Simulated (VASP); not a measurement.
**LaPb2: single point with PBE**

The system is LaPb2.

```xyz
3
Lattice="-2.0663 2.0663 5.6384 2.0663 -2.0663 5.6384 2.0663 2.0663 -5.6384" Properties=species:S:1:pos:R:3 pbc="T T T"
Pb    0.0000    0.0000    7.7404
Pb    0.0000    0.0000    3.5365
La    0.0000    0.0000    0.0000
```

The cell comes from a database or a generator and needn't be the stable form of this composition.

```
Program                : VASP 6.6.1
Task                   : single point
Functional             : PBE
Potentials or basis    : VASP PAW PBE potentials, release 64 (Pb_d, La)
Cutoff                 : 520 eV
k mesh                 : 9 × 9 × 9
Occupations            : fermi-dirac, width 0.05 eV
Spin                   : no spin polarisation
Further INCAR settings : ALGO = Normal; EDIFF = 1e-07; NBANDS = 26
```

```
Pressure               : 0.0 GPa
Largest force          : 0.080 eV/Å
Band gap on the k mesh : none (metal or under the smearing width)
```

Forces on the atoms (eV/Å):
```
Pb   0.000  0.000 -0.080
Pb   0.000  0.000  0.080
La   0.000  0.000  0.000
```

Stress tensor (GPa, compression positive):
```
-0.42  0.00  0.00
 0.00 -0.42  0.00
 0.00  0.00  0.86
```

Levels at points of the mesh, in eV from the Fermi level:
| k point | band 18 | band 19 | band 20 | band 21 | band 22 | band 23 |
| --- | --- | --- | --- | --- | --- | --- |
| (0.00, 0.00, 0.00) | -0.71 | -0.71 | -0.18 | 1.05 | 1.35 | 1.42 |

It took 3.7 min on 1 thread of Intel(R) Xeon(R) 6975P-C (Granite Rapids), on a shared host, peak memory 0.46 GiB.

The run has no spin-orbit coupling, so splittings on La, Pb are missing.
